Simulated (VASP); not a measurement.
**ZnSe (relaxed from the WC structure, space group P-6m2): computed properties**

The numbers are results of r2SCAN meta-GGA, VASP's PBE PAW potentials (set 64) (plane waves; VASP), not measurements.

```yaml
space_group: P-6m2 (187)
cell: a = b = 3.684 Å, c = 3.320 Å, α = β = 90.00°, γ = 120.00°
volume_per_atom: 19.52 Å³/atom
band gap (over mesh and band path): none (metal, semimetal or under 0.01 eV)
density: 6.14 g/cm³
```

```xyz
2
Lattice="3.6843 0.0000 0.0000 -1.8422 3.1907 0.0000 0.0000 0.0000 3.3203" Properties=species:S:1:pos:R:3 pbc="T T T"
Zn     0.0000     0.0000     3.3203
Se     1.8422     1.0636     1.6602
```

The structure was generated: ZnSe was put into the WC type (P-6m2), which need not be its known phase. It was relaxed first, which changed the volume by +9 %. Symmetry was kept, so distortions that lower it aren't found.
